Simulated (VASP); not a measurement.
Here is the system:

```yaml
crystal:
  lattice:
    - [3.95500, 0.00000, 0.00000]
    - [0.00000, 3.95500, 0.00000]
    - [0.00000, 0.00000, 3.95500]
  atoms:
    - { symbol: Hg, position: [0.00000, 0.00000, 0.00000] }
    - { symbol: Sr, position: [0.50000, 0.50000, 0.50000] }
```

All values below come from PBEsol GGA, VASP's PBE PAW potentials (set 64) (plane waves; VASP). Run with 300 eV cut-off, 7×7×7 Γ-centred mesh, Fermi-Dirac smearing of 0.10 eV, potentials Hg Sr_sv.

Question: Give the energies of bands 6 to 14 at the high-symmetry points, in eV from the Fermi level.

Answer: 
| band | Γ | X | M | R |
|---|---|---|---|---|
| 6 | -7.24 | -6.97 | -7.13 | -7.08 |
| 7 | -6.91 | -6.97 | -7.04 | -7.08 |
| 8 | -6.91 | -6.96 | -7.04 | -6.66 |
| 9 | -6.91 | -6.88 | -6.67 | -6.66 |
| 10 | -6.77 | -4.62 | -4.18 | -2.41 |
| 11 | 1.66 | -2.46 | 0.05 | -0.83 |
| 12 | 1.66 | 1.74 | 0.05 | -0.83 |
| 13 | 4.21 | 2.30 | 1.58 | -0.83 |
| 14 | 4.21 | 2.30 | 4.28 | 5.37 |

It has no gap at this level: it comes out as a metal or semimetal.

The structure comes from a measured SrHg entry (Pm-3m) of the Crystallography Open Database, whose conditions weren't checked. The cell was not relaxed at this level.
